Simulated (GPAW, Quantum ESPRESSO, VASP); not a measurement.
Si (Fd-3m, 2 atoms in the cell) computed with different codes at matched settings

Self-consistent single point.

```yaml
crystal:
  lattice:
    - [0.00000, 2.71550, 2.71550]
    - [2.71550, 0.00000, 2.71550]
    - [2.71550, 2.71550, 0.00000]
  atoms:
    - { symbol: Si, position: [0.00000, 0.00000, 0.00000] }
    - { symbol: Si, position: [0.25000, 0.25000, 0.25000] }
```

All programs got the same cell, k-point mesh and kind of occupations (in GPAW's words: kpts = 7 7 7; mesh shift (steps) = 0 0 0; occupations.name = fermi-dirac; occupations.width = 0.01 eV); potentials, basis and cutoffs are each program's usual ones.

```
code                                                                        model  pressure (GPa)  gap on the mesh (eV)  cutoff
----------------  ---------------------------------------------------------------  --------------  --------------------  ------
GPAW                                 PBE, GPAW PAW datasets PBE (gpaw-data 1.0.1)            2.31                 0.569  600 eV
VASP                                      PBE, VASP's PBE PAW potentials (set 64)            1.84                 0.573  300 eV
Quantum ESPRESSO  PBE, PseudoDojo standard norm-conserving (PBE) pseudopotentials            1.95                 0.570   40 Ry
```

Gaps are read on the mesh.

The spread over the programs that give each value: pressure within 0.47 GPa; gap on the mesh within 0.004 eV.

The starting cell has typed, rounded lattice constants, without a prior relaxation at this level.

Why do the programs differ, and what cannot be compared?

Differences of this kind can come from the potentials, where these differ, and from what each basis and cutoff leave unconverged. The zero of total energies and Fermi levels follows the potentials and each program's conventions, so they are not compared here.

VASP's run is marked for a possible Pulay error in its stress at this cutoff; no cutoff test was made.

Left out of this page: Ansatz, ABINIT, CP2K, PySCF, Elk, FLEUR and SIESTA (not drawn, or without a comparable value).

Keys are those of Ansatz 0.2.
